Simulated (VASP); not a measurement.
**Sn₂GeTe₃ (space group P-3m1): computed properties**

Level of theory: PBEsol GGA, VASP's PBE PAW potentials (set 64) (plane waves; VASP 6.6.1).

| Item | Result |
|---|---|
| space group | P-3m1 (164) |
| cell | a = b = 4.3435 Å, c = 10.7513 Å, α = β = 90.00°, γ = 120.00° |
| volume per atom | 29.28 Å³/atom |
| band gap (over mesh and band path) | none (metal, semimetal or under 0.01 eV) |
| band gap with spin-orbit coupling | 0.04 eV |
| density | 6.55 g/cm³ |

```cif
data_GeSn2Te3
_chemical_formula_sum 'Sn2 Ge1 Te3'
_space_group_name_H-M_alt 'P 1'
_space_group_IT_number 1
_cell_length_a 4.34351
_cell_length_b 4.34351
_cell_length_c 10.75133
_cell_angle_alpha 90.000
_cell_angle_beta 90.000
_cell_angle_gamma 120.000
loop_
_space_group_symop_operation_xyz
  'x, y, z'
loop_
_atom_site_label
_atom_site_type_symbol
_atom_site_fract_x
_atom_site_fract_y
_atom_site_fract_z
_atom_site_occupancy
Sn1 Sn 0.33333 0.66667 0.82548 1
Sn2 Sn 0.66667 0.33333 0.17452 1
Ge1 Ge 0.00000 0.00000 0.50000 1
Te1 Te 0.33333 0.66667 0.34935 1
Te2 Te 0.66667 0.33333 0.65065 1
Te3 Te 0.00000 0.00000 0.00000 1
```

Unless said otherwise, spin-orbit coupling is left out, though it shifts the bands of the heavy elements here.

The structure comes from a computed database's Sn2GeTe3 entry (P-3m1); how it stands against other phases isn't given here. It was relaxed first, which changed the volume by -6 %. Symmetry was kept, so distortions that lower it aren't found.
